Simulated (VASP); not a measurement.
Given:

```yaml
crystal:
  lattice:
    - [0.00000, 3.32170, 3.46011]
    - [3.32170, 0.00000, 3.46011]
    - [3.32170, 3.32170, 0.00000]
  atoms:
    - { symbol: Sr, position: [0.00000, 0.00000, 0.00000] }
    - { symbol: Cl, position: [0.25000, 0.25000, 0.25000] }
    - { symbol: Cl, position: [0.75000, 0.75000, 0.75000] }
```

All values below come from PBEsol GGA, VASP's PBE PAW potentials (set 64) (plane waves; VASP). Run with 480 eV cut-off, 6×6×6 Γ-centred mesh, Gaussian smearing of 0.050 eV, potentials Sr_sv Cl.

**Question.** Estimate the energy per atom (σ→0), pressure.

**Answer.** 
```json
{
 "energy per atom (σ→0)": "-4.419 eV/atom",
 "pressure": "36.5 kbar"
}
```

Only differences to runs with the same potentials and settings are physical.

The compound is SrCl2 in the fluorite structure. This cell was strained or had an atom moved on purpose.
